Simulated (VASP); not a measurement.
Method: PBE GGA, VASP's PBE PAW potentials (set 64) (plane waves; VASP 6.6.1).

A VASP calculation is set up with these files.

KPOINTS:
```
Automatic
0
gamma
 7 7 7
```

**POSCAR**
```
Ni3Si
1
    3.5100000000     0.0000000000     0.0000000000
    0.0000000000     3.5100000000     0.0000000000
    0.0000000000     0.0000000000     3.5100000000
Si Ni
1 3
Direct
  0.0000000000   0.0000000000   0.0000000000
  0.0000000000   0.5000000000   0.5000000000
  0.5000000000   0.0000000000   0.5000000000
  0.5000000000   0.5000000000   0.0000000000
```

INCAR:
```
# general
SYSTEM  = Ni3Si
PREC    = Accurate
ENCUT   = 400
LREAL   = F
LASPH   = T

# electronic loop
EDIFF   = 1E-6
NELM    = 100
ALGO    = Normal
LMAXMIX = 4

# smearing
ISMEAR  = 1
SIGMA   = 0.1

# functional
GGA     = PE

# ions
ISIF    = 2

# output
LWAVE   = F
LCHARG  = F
```

POTCAR, in this order: Si Ni (PBE.64 set). Program: vasp_std.

The resulting files:

File OSZICAR:
```
       N       E                     dE             d eps       ncg     rms          rms(c)
DAV:   1     0.179179575357E+03    0.17918E+03   -0.13529E+04   848   0.177E+03
DAV:   2    -0.178392979085E+02   -0.19702E+03   -0.19025E+03   840   0.342E+02
DAV:   3    -0.271652779547E+02   -0.93260E+01   -0.90513E+01   915   0.992E+01
DAV:   4    -0.273832410515E+02   -0.21796E+00   -0.21691E+00   971   0.132E+01
DAV:   5    -0.273912666189E+02   -0.80256E-02   -0.80247E-02   983   0.244E+00    0.194E+01
DAV:   6    -0.272420573761E+02    0.14921E+00   -0.55624E+01   947   0.122E+02    0.171E+01
DAV:   7    -0.237493964324E+02    0.34927E+01   -0.16208E+01   938   0.673E+01    0.406E+00
DAV:   8    -0.237093333540E+02    0.40063E-01   -0.69171E-01   878   0.640E+00    0.143E+00
DAV:   9    -0.236917205089E+02    0.17613E-01   -0.33511E-02  1145   0.264E+00    0.564E-01
DAV:  10    -0.236893127448E+02    0.24078E-02   -0.34605E-03  1116   0.464E-01    0.213E-01
DAV:  11    -0.236890127375E+02    0.30001E-03   -0.65208E-04  1274   0.299E-01    0.523E-02
DAV:  12    -0.236890032861E+02    0.94514E-05   -0.91994E-05   865   0.111E-01    0.149E-02
DAV:  13    -0.236890028543E+02    0.43177E-06   -0.58573E-06   917   0.174E-02
   1 F= -.23689003E+02 E0= -.23690317E+02  d E =0.394290E-02
```

**OUTCAR**
```
------------------------ aborting loop because EDIFF is reached ----------------------------------------
  FORCE on cell =-STRESS in cart. coord.  units (eV):
  Direction    XX          YY          ZZ          XY          YZ          ZX
  --------------------------------------------------------------------------------------
  Total       -0.3180494     -0.3180494     -0.3180494     -0.0000000     -0.0000000      0.0000000
  in kB      -11.7837578    -11.7837578    -11.7837578     -0.0000000     -0.0000000      0.0000000
  external PRESSURE =     -11.7837578 kB  Pullay stress =       0.0000000 kB
  volume of cell :       43.24
      direct lattice vectors                 reciprocal lattice vectors
     3.510000000  0.000000000  0.000000000     0.284900285  0.000000000  0.000000000
     0.000000000  3.510000000  0.000000000     0.000000000  0.284900285  0.000000000
     0.000000000  0.000000000  3.510000000     0.000000000  0.000000000  0.284900285
 POSITION                                       TOTAL-FORCE (eV/Angst)
 -----------------------------------------------------------------------------------
      0.00000      0.00000      0.00000         0.000000      0.000000      0.000000
      0.00000      1.75500      1.75500         0.000000      0.000000      0.000000
      1.75500      0.00000      1.75500         0.000000      0.000000      0.000000
      1.75500      1.75500      0.00000         0.000000      0.000000      0.000000
 -----------------------------------------------------------------------------------
    total drift:                                0.000000     -0.000000     -0.000000
  FREE ENERGIE OF THE ION-ELECTRON SYSTEM (eV)
  ---------------------------------------------------
  free  energy   TOTEN  =       -23.6890028543 eV

  energy  without entropy=      -23.6929457553  energy(sigma->0) =      -23.69031715
```
(Selected blocks of OUTCAR.)

The compound is Ni3Si in the L1_2 structure. The cell was not relaxed at this level. The run is not spin-polarised, so no magnetic state was tried.
